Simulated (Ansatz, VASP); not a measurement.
# Cross-check of BN between VASP and Ansatz

One calculation is typed for both programs; each brings its own data sets. How far apart do they land? The cell is taken from a series of runs on this material, whose earlier steps may have relaxed, scaled, displaced or heated it; both programs get it as it stands.

Method: plane waves, with VASP 6.6.1 beside it; single point at r2SCAN and zone-centre phonons at r2SCAN, in Ansatz 0.2.0.

### Step 1. The starting structure

The structure is cubic, space group F-43m (No. 216). The conventional cell has a = 3.626 Å, b = 3.626 Å, c = 3.626 Å, α = 90.00°, β = 90.00°, γ = 90.00°. Nearest to B lie 4 N at 1.57 Å. Nearest to N lie 4 B at 1.57 Å. Farther neighbours and most contacts between anions are not listed.

### Step 2. Ansatz: single point, r2SCAN

Ansatz runs on its PAW soft_1 files.

A single point gives forces, pressure and levels at one fixed geometry, so differences don't come from the geometry; what else differs is listed under the comparison.

Contents of input.yaml:

```yaml
crystal:
  lattice:
    - [0.0, 1.813001, 1.813001]
    - [1.813001, 0.0, 1.813001]
    - [1.813001, 1.813001, 0.0]
  atoms:
    - { symbol: B, position: [0.0, 0.0, 0.0] }
    - { symbol: "N", position: [0.75, 0.75, 0.75] }
kpoints:
  mp_grid: { grid: [8, 8, 8] }
hamiltonian:
  xc: r2scan
  pseudopotentials: { kind: paw, azcp: { folder: soft_1 } }
scf:
  occupations: { method: gaussian, width: 0.1 }
  lower_state_search: "off"
output:
  forces: true
  stress: true
  eigenvalues: true
```

Run with:

```
ansatz run input.yaml --threads 18 --pin off --max-ram 92160MiB --backend cuda --events-out ev --progress --plain --runs-dir out --max-vram 78GiB
```

Numbers of over 12 decimals in the logs are rounded to 6 here.

What it wrote:

```text
Engine: ansatz 0.2.0, aarch64-unknown-linux-gnu
Pseudopotentials: kind: paw
Pseudopotential: B, paw, valence charge 3, recommended cutoff 500 eV (meta_gga), soft_1/B.paw.azcp
Pseudopotential: N, paw, valence charge 5, recommended cutoff 500 eV (meta_gga), soft_1/N.paw.azcp
Functional definition: r2SCAN
  parameter k0 = 0.174
  parameter k1 = 0.065
  parameter a1 = 4.9479
  exchange = r2scan_x(k0 = k0, k1 = k1, a1 = a1)
  correlation = r2scan_c
device memory: the entry about to start is reckoned to put 0.6 GiB on a device that reports 170.0 GiB free (of which the cap on the GPU budget leaves the run 78.0 GiB)
GPU FFT provider: cuFFT
GPU libraries: cuBLAS 13.8.1, cuFFT 12.4.0, cuSOLVER 12.3.2
GPU matrix products: emulated (plane waves: as basis.precision tells), large ones in fixed point in workspaces of 1.00 GiB
Crystal: 2 atoms, lattice volume = 11.919 Å³
Basis set: ecut = 500 eV, 307 PW (Γ), exchange–correlation on 80×80×80 points (64 copies of the dense FFT grid, shifted against one another)
Bands: 8, of which v1, the nominal top of the filled ones, is band 4 counted from 1 (3 counted from 0)
Symmetry: 24 space group operations
Space group: F-43m (ITA 216), of the structure as read, at distance tolerance 2.3e-5 Å
k-points: 29 of 512 (time reversal used)
Non-local potential: B, projectors of the file, l = 0: 2, l = 1: 2, l = 2: 1
Non-local potential: N, projectors of the file, l = 0: 2, l = 1: 2, l = 2: 1
PAW form: soft (Blöchl's): semilocal exchange-correlation on the pseudo side does not see the compensation charge
PAW frozen core: B, regenerated for the run's functional (the file was generated under x = pbe(κ = 0.804, μ = 0.219515), c = pbe(β = 0.066725))
PAW frozen core: N, regenerated for the run's functional (the file was generated under x = pbe(κ = 0.804, μ = 0.219515), c = pbe(β = 0.066725))
PAW one-centre angular grid: B, 302 points (default); XC on 223 of its mesh's 2233 points in the sphere
PAW one-centre angular grid: N, 302 points (default); XC on 160 Gauss nodes
Initial density: superposition of atomic densities (chi_scale 0.1, normalization cell, long waves kept (reshape's long-wave potential 0.00 eV rms))
Initial wavefunctions: pseudopotential atomic-orbital guess
GPU buffer pool allocated for 8000 grid points (all kernels)
GPU transforms: local potential: pruned to the plane-wave sphere, on 18×20×20; band sums: pruned to the plane-wave sphere, on 20×20×20
Functional: x = r2scan, c = r2scan; τ floored in thin density (d = 2e-4 eV/Å³)
SCF iter   1: F=-543.426669 eV  HF=-544.249209 eV  |F-HF|=8.23e-1  |Δ(HF+E_count)|=         —  Δρ=1.43e-1  dr2=1.97e0  dr2_τ=4.78e-1  ethr=3.10e-3  ⟨swp⟩=4.0  Hψ=1541  notcnv=0
preconditioner: auto → none  [insulator: Δε(μ)=5.879 eV  Ē_g=21.510 eV  σ=0.100 eV  W_gap=1.00  n_scr=0 (ndim 8)  ℏωp=30.4 eV  f_vac=0.000  D(μ)=0.00/eV (n_scr^D=0)  ε∞_Penn≈3.0]
SCF iter   2: F=-543.979910 eV  HF=-543.973335 eV  |F-HF|=6.58e-3  |Δ(HF+E_count)|=   2.76e-1  Δρ=6.09e-2  dr2=2.18e-1  dr2_τ=5.84e-2  ethr=3.10e-3  ⟨swp⟩=2.1  Hψ=698  notcnv=0
SCF iter   3: F=-544.003620 eV  HF=-544.000086 eV  |F-HF|=3.53e-3  |Δ(HF+E_count)|=   2.68e-2  Δρ=2.48e-2  dr2=3.92e-2  dr2_τ=3.09e-3  ethr=2.73e-3  ⟨swp⟩=2.0  Hψ=348  notcnv=0
SCF iter   4: F=-544.006339 eV  HF=-544.006259 eV  |F-HF|=8.01e-5  |Δ(HF+E_count)|=   6.17e-3  Δρ=2.17e-3  dr2=1.94e-4  dr2_τ=4.13e-5  ethr=4.90e-4  ⟨swp⟩=3.0  Hψ=462  notcnv=0
SCF iter   5: F=-544.006377 eV  HF=-544.006378 eV  |F-HF|=2.16e-7  |Δ(HF+E_count)|=   1.19e-4  Δρ=2.92e-4  dr2=7.11e-6  dr2_τ=3.83e-7  ethr=2.43e-6  ⟨swp⟩=2.4  Hψ=361  notcnv=0
SCF iter   6: F=-544.006380 eV  HF=-544.006380 eV  |F-HF|=2.16e-9  |Δ(HF+E_count)|=   2.10e-6  Δρ=2.37e-5  dr2=3.33e-8  dr2_τ=3.51e-9  ethr=1.25e-9  ⟨swp⟩=4.3  Hψ=1402  notcnv=0
SCF 1 converged in 6 iterations: F = -544.006380 eV  dr2 = 3.33e-8
  greatest PAW one-centre occupation: 0.799 electrons in one spin orbital (limit 2), on the N atom at site 1 (counted from 0), in its partial waves of l = 0
SCF converged after 6 iterations
Free energy (F): -544.006380 eV
Harris-Foulkes:  -544.006380 eV  (|F-HF|=2.16e-9)
Internal energy: -544.006380 eV  (E = F + TS)
E sigma→0 (E₀):  -544.006380 eV
Fermi energy:    13.340458 eV
--- Per-component energies (eV) ---
  E_band       = 21.044952
  E_kinetic    = 183.358587
  E_local      = -159.816323  (includes V_loc(G=0)·N_el)
  E_nonlocal   = 41.568948
  E_hartree    = 49.779397
  E_xc         = -91.794706
  E_vxc        = -126.367726  (∫ρ·V_xc dr)
  E_paw        = -209.757059  (= ΣΔE_a)
  E_vpaw       = -24.152023  (= ΣTr[D̂ρ^β])
  E_aug_tail   = 0.000024  (compensation charges beyond the density's cutoff)
  E_vtau       = 6.896564  (kinetic-family band-sum trace: ∫τ·v_τ [+ j·A + Jᵃ·Aᵃ] dr)
  E_ewald      = -357.297240
  E_core_change = -0.048007  (= ΣΔE_core)
  E_smearing   = -0.000000  (= −TS)
  E_closure    = -0.000000  (closes the sum)
  Σ components = -544.006380   (vs F -544.006380, Δ=0.00e0)
--- Forces (eV/Å), atoms counted from 1 ---
  atom   1  B     -0.00000000     0.00000000     0.00000000
  atom   2  N      0.00000000     0.00000000     0.00000000
  max |Σ_I F_I| component: 5.46e-16 eV/Å
--- Stress (GPa, compression-positive) ---
       -5.416031      -0.000000      -0.000000
       -0.000000      -5.416031       0.000000
       -0.000000       0.000000      -5.416031
  P = ⅓ Tr σ = -5.4160 GPa (-54.160 kbar)
--- Band table (eV; the first three rows and the last of 29) ---
  k-point 0: bands = ["-10.3345", "10.8525", "10.8525", "10.8525", "20.3623", "20.3623", "20.3623", "21.7079"]
  k-point 1: bands = ["-9.9454", "8.9052", "10.4647", "10.4647", "20.6920", "20.9545", "20.9545", "23.0038"]
  k-point 2: bands = ["-8.8199", "5.1718", "9.6967", "9.6967", "21.0756", "21.9387", "21.9387", "25.2592"]
  k-point 28: bands = ["-4.3973", "2.9228", "3.7208", "4.2435", "21.1557", "24.9885", "26.2671", "26.2677"]
```

The run ends at a pressure of -5.42 GPa.

### Step 3. VASP: single point, r2SCAN

The same cell, functional, mesh and smearing now go to VASP, with its own data sets.

Lines of VASP's logs that name or quote its potential files are left out, and so is its time.

Contents of INCAR:

```
SYSTEM = BN
PREC = Accurate
ENCUT = 660
EDIFF = 1E-06
NELM = 120
ISMEAR = 0
SIGMA = 0.1
LREAL = .FALSE.
ALGO = Normal
METAGGA = R2SCAN
LASPH = .TRUE.
NBANDS = 10
LORBIT = 11
LWAVE = .FALSE.
LCHARG = .FALSE.
ISIF = 2
GGA_COMPAT = .FALSE.
EFERMI = MIDGAP
LMIXTAU = .TRUE.
```

Contents of POSCAR:

```
BN
1.0
    0.0000000000      1.8130010000      1.8130010000
    1.8130010000      0.0000000000      1.8130010000
    1.8130010000      1.8130010000      0.0000000000
B N
1 1
Direct
    0.0000000000      0.0000000000      0.0000000000
    0.7500000000      0.7500000000      0.7500000000
```

Contents of KPOINTS:

```
Automatic mesh
0
Gamma
8 8 8
0 0 0
```

Potentials, in the order of the species: B and N (PBE family, release 64).

Run with:

```
mpirun -np 1 vasp_std
```

What it wrote:

```text
[banner, memory and clock lines left out]
running    1 mpi-ranks, on    1 nodes
 distrk:  each k-point on    1 cores,    1 groups
 distr:  one band on    1 cores,    1 groups

 POSCAR found type information on POSCAR B N
 POSCAR found :  2 types and       2 ions
|                                                                             |
|               ----> ADVICE to this user running VASP <----                  |
|                                                                             |
|     You enforced a specific xc type in the INCAR file but a different       |
|     [... a line on the potential file left out ...]
|     I HOPE YOU KNOW WHAT YOU ARE DOING!                                     |
|                                                                             |

 LDA part: xc-table for (None), standard interpolation
 POSCAR, INCAR and KPOINTS ok, starting setup
 FFT: planning ... GRIDC
 FFT: planning ... GRID_SOFT
 FFT: planning ... GRID
 WAVECAR not read
 entering main loop
       N       E                     dE             d eps       ncg     rms          rms(c)
DAV:   1     0.183602967523E+02    0.18360E+02   -0.60479E+03   580   0.997E+02
DAV:   2    -0.215473233184E+02   -0.39908E+02   -0.38344E+02   694   0.232E+02
DAV:   3    -0.224070241891E+02   -0.85970E+00   -0.85836E+00   702   0.288E+01
DAV:   4    -0.224085027884E+02   -0.14786E-02   -0.14785E-02   648   0.131E+00
DAV:   5    -0.224085046585E+02   -0.18700E-05   -0.18700E-05   672   0.480E-02    0.655E+00
DAV:   6    -0.189089538754E+02    0.34996E+01   -0.16273E+00   628   0.940E+00    0.395E+00
DAV:   7    -0.194330897582E+02   -0.52414E+00   -0.10151E+00   580   0.754E+00    0.163E+00
DAV:   8    -0.181440897164E+02    0.12890E+01   -0.88243E-01   580   0.672E+00    0.177E+00
DAV:   9    -0.191695578597E+02   -0.10255E+01   -0.20615E-01   598   0.422E+00    0.421E-01
DAV:  10    -0.191754343399E+02   -0.58765E-02   -0.49969E-02   590   0.177E+00    0.162E-01
DAV:  11    -0.191702549043E+02    0.51794E-02   -0.48020E-03   582   0.916E-01    0.764E-02
DAV:  12    -0.191734446832E+02   -0.31898E-02   -0.16965E-03   588   0.421E-01    0.286E-02
DAV:  13    -0.191732720032E+02    0.17268E-03   -0.57066E-05   674   0.732E-02    0.127E-02
DAV:  14    -0.191733033205E+02   -0.31317E-04   -0.70595E-06   602   0.295E-02    0.963E-03
DAV:  15    -0.191733168629E+02   -0.13542E-04   -0.31352E-06   614   0.236E-02    0.241E-03
DAV:  16    -0.191733194962E+02   -0.26332E-05   -0.78913E-07   572   0.967E-03    0.122E-03
DAV:  17    -0.191733188229E+02    0.67328E-06   -0.15839E-07   326   0.379E-03
   1 F= -.19173319E+02 E0= -.19173319E+02  d E =0.000000E+00
```

OUTCAR, selected parts (step 3):

```text
ion  position               nearest neighbor table
   1  0.000  0.000  0.000-   2 1.57   2 1.57   2 1.57   2 1.57
   2  0.750  0.750  0.750-   1 1.57   1 1.57   1 1.57   1 1.57

  LATTYP: Found a face centered cubic cell.
 ALAT       =     3.6260020000

 Subroutine GETGRP returns: Found 24 space group operations
 (whereof 24 operations were pure point group operations)

The static configuration has the point symmetry T_d .

 Found     29 irreducible k-points:

   k-points           NKPTS =     29   k-points in BZ     NKDIM =     29   number of bands    NBANDS=     10

   dimension x,y,z NGX =    24 NGY =   24 NGZ =   24
   dimension x,y,z NGXF=    48 NGYF=   48 NGZF=   48

   ENCUT  =  660.0 eV  48.51 Ry    6.96 a.u.   5.37  5.37  5.37*2*pi/ulx,y,z

   NELECT =       8.0000    total number of electrons

 k-points in reciprocal lattice and weights: Automatic mesh
   0.00000000  0.00000000  0.00000000       0.002
   0.12500000  0.00000000  0.00000000       0.016
   0.25000000  0.00000000  0.00000000       0.016
   0.37500000  0.00000000  0.00000000       0.016
   0.50000000  0.00000000  0.00000000       0.008
   0.12500000  0.12500000  0.00000000       0.012
   0.25000000  0.12500000  0.00000000       0.047
   0.37500000  0.12500000  0.00000000       0.047
   0.50000000  0.12500000  0.00000000       0.047
[...]
-0.37500000  0.50000000  0.12500000       0.023
  -0.25000000  0.50000000  0.25000000       0.012

 average (electrostatic) potential at core
       1 -26.0932       2 -63.3799

 E-fermi :   9.6126

 k-point     1 :       0.0000    0.0000    0.0000
  band No.  band energies     occupation
      1     -14.0554      2.00000
      2       7.1300      2.00000
      3       7.1300      2.00000
      4       7.1300      2.00000
      5      16.6115      0.00000
      6      16.6115      0.00000
      7      16.6115      0.00000
      8      18.0371      0.00000
      9      33.0837      0.00000
    ...

 k-point     2 :       0.1250    0.0000    0.0000
  band No.  band energies     occupation
      1     -13.6665      2.00000
      2       5.1823      2.00000
      3       6.7414      2.00000
      4       6.7414      2.00000
      5      16.9644      0.00000
      6      17.2045      0.00000
      7      17.2045      0.00000
      8      19.3081      0.00000
      9      32.6730      0.00000
    ...

 k-point     3 :       0.2500    0.0000    0.0000
  band No.  band energies     occupation
      1     -12.5411      2.00000
      2       1.4476      2.00000
      3       5.9727      2.00000
      4       5.9727      2.00000
      5      17.3659      0.00000
      6      18.1887      0.00000
      7      18.1887      0.00000
      8      21.5410      0.00000
      9      31.6734      0.00000
    ...

  Total       -0.2974481     -0.2974481     -0.2974481      0.0000000     -0.0000000     -0.0000000
  in kB      -39.9850541    -39.9850541    -39.9850541      0.0000000     -0.0000000     -0.0000000
  external PRESSURE =     -39.9850541 kB  Pullay stress =       0.0000000 kB

  energy-cutoff  :      660.00
  volume of cell :       11.92
      direct lattice vectors                 reciprocal lattice vectors
     0.000000000  1.813001000  1.813001000    -0.275785838  0.275785838  0.275785838
     1.813001000  0.000000000  1.813001000     0.275785838 -0.275785838  0.275785838
     1.813001000  1.813001000  0.000000000     0.275785838  0.275785838 -0.275785838

 POSITION                                       TOTAL-FORCE (eV/Angst)
 -----------------------------------------------------------------------------------
      0.00000      0.00000      0.00000         0.000000      0.000000      0.000000
      2.71950      2.71950      2.71950        -0.000000     -0.000000     -0.000000
 -----------------------------------------------------------------------------------
    total drift:                               -0.000000     -0.000000     -0.000000

  FREE ENERGIE OF THE ION-ELECTRON SYSTEM (eV)
  ---------------------------------------------------
  free  energy   TOTEN  =       -19.1733188229 eV

  energy  without entropy=      -19.1733188229  energy(sigma->0) =      -19.17331882

 total charge
# of ion       s       p       d       tot
------------------------------------------
    1        0.677   1.325   0.000   2.002
    2        1.223   2.776   0.000   4.000
--------------------------------------------------
tot          1.901   4.101   0.000   6.002

[... 3 further parts left out ...]
```

The run ends at a pressure of -4.00 GPa.

### Step 4. Side by side

Known differences besides the potentials themselves: VASP keeps PBE cores, Ansatz makes them for the functional; the cutoff is 500 eV in Ansatz and 660 eV in VASP. Total energies have different zeros and are not compared.

Compared:

```csv
quantity,Ansatz,VASP,difference
pressure (GPa),-5.42,-4.00,-1.42
gap on the k mesh (eV),4.976,4.965,+0.011
```

A gap on the mesh is an upper bound, since the band edges may lie between its points.

(Continued in part 2 of 2.)

[Lines on the potential files, build, host, timing and source positions are cut from VASP's logs without a mark.]

[Logs are printed without paths, hosts, clocks, repeated set-up lines and the standing remarks that a program may print on its own settings, such as how far it seeks lower states.]

[Hosts, paths, dates, database ids (printed as entryN), source tags and the programs' standing remarks are cut or masked in the printed files.]
